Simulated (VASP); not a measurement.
Input for VASP

### INCAR
```
EDIFF=1E-6
LCHARG=.FALSE.
NELM=100
ISIF=2   # forces and stress, cell fixed
ENCUT=750   # plane-wave cut-off (eV)
ALGO=Normal   # blocked Davidson
LMAXMIX=4   # l cut-off of mixed one-centre charges
SYSTEM=NbC
GGA=PE   # PBE
ISMEAR=1
LASPH=.TRUE.   # aspherical one-centre terms
PREC=Accurate
LREAL=.FALSE.   # projection in real space or not
SIGMA=0.1   # width (eV)
LWAVE=.FALSE.
```

File KPOINTS:
```
Automatic mesh
0
Gamma
12 12 12
0 0 0
```

File POSCAR:
```
NbC
3.2239830
  0.0000000000   0.7071067062   0.7071067062
  0.7071067062   0.0000000000   0.7071067062
  0.7071067062   0.7071067062   0.0000000000
Nb C
1 1
Cart
  0.0000000000   0.0000000000   0.0000000000
  0.7071067062   0.7071067062   0.7071067062
```

POTCAR, in this order: Nb_sv C (PBE.64 set). Program: vasp_std.

Problem. Translate this PBE calculation to Ansatz.

Solution. One equivalent input (not run):
Ansatz 0.2 input:
```yaml
crystal:
  lattice:
    - [0.0000000, 2.2797000, 2.2797000]
    - [2.2797000, 0.0000000, 2.2797000]
    - [2.2797000, 2.2797000, 0.0000000]
  atoms:
    - { symbol: Nb, position: [0.0000000, 0.0000000, 0.0000000] }
    - { symbol: C, position: [0.5000000, 0.5000000, 0.5000000] }
kpoints:
  mp_grid: { grid: [12, 12, 12] }
hamiltonian:
  xc: pbe
  pseudopotentials: { kind: paw }
scf:
  occupations: { method: methfessel_paxton, width: 0.1 }
  max_iter: 100
output: { forces: true, stress: true, eigenvalues: true }
```
Limits of the translation: each code has its own PAW files, so the cut-off isn't converted (ENCUT is set for VASP's; basis.ecutwfc is left out, and Ansatz then takes the one that its files recommend); Ansatz stops its SCF on the density residual and VASP on the energy change (EDIFF).

The compound is NbC in the rock salt structure. The cell was not relaxed at this level. The run is one of a series of settings (ENCUT = 750 against the base run), some of them coarse on purpose.
